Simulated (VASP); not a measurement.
Wanted: the native input for a VASP 6.6.1 run.

```
Task                   : single point
Functional             : PBE
Potentials or basis    : VASP PAW PBE potentials, release 64 (H, Pt, C)
Cutoff                 : 520 eV
k mesh                 : 10 × 10 × 10
Occupations            : gaussian, width 0.1 eV
Spin                   : no spin polarisation
Dipole correction      : no
Further INCAR settings : ALGO = Normal; EDIFF = 1e-06; NBANDS = 22
```

The structure of H3PtC3 lies in POSCAR:

```
H3PtC3
1.0
    3.9949528101      0.0000000000      0.0000000000
    0.0000000000      3.9949528101      0.0000000000
    0.0000000000      0.0000000000      3.9949528101
H Pt C
3 1 3
Direct
    0.5000000000      0.0000000000      0.0000000000
    0.0000000000      0.5000000000      0.0000000000
    0.0000000000      0.0000000000      0.5000000000
    0.5000000000      0.5000000000      0.5000000000
    0.5000000000      0.5000000000      0.0000000000
    0.0000000000      0.5000000000      0.5000000000
    0.5000000000      0.0000000000      0.5000000000
```

The cell was built by a generator and needn't be a form met in nature.

The cell isn't the ideal one: species swapped into the La3GaBr3 type (Pm-3m, No. 221).

One way to write it, as run:

INCAR

```
SYSTEM = H3PtC3
  ALGO = Normal
  EDIFF = 1E-6
  ENCUT = 520
  GGA = PE
  ISIF = 2
  ISMEAR = 0
  LASPH = .TRUE.
  LCHARG = .FALSE.
  LREAL = .FALSE.
  LWAVE = .FALSE.
  NBANDS = 22
  NELM = 80
  PREC = Accurate
  SIGMA = 0.1
```

KPOINTS

```
k-points
0
G
  10 10 10
  0 0 0
```

Potentials or basis: VASP PAW PBE potentials, release 64 (H, Pt, C).

The run is started by

```console
$ cat potpaw_PBE.64/H/POTCAR potpaw_PBE.64/Pt/POTCAR potpaw_PBE.64/C/POTCAR > POTCAR
$ mpirun -np 1 vasp_std > vasp.out
```

It gave:

The pressure is -0.1 GPa. The band gap on the k mesh is none (metal or under the smearing width).

It took 36 s on 1 thread of Intel(R) Xeon(R) 6975P-C (Granite Rapids), with other jobs on the host, peak memory 0.21 GiB.
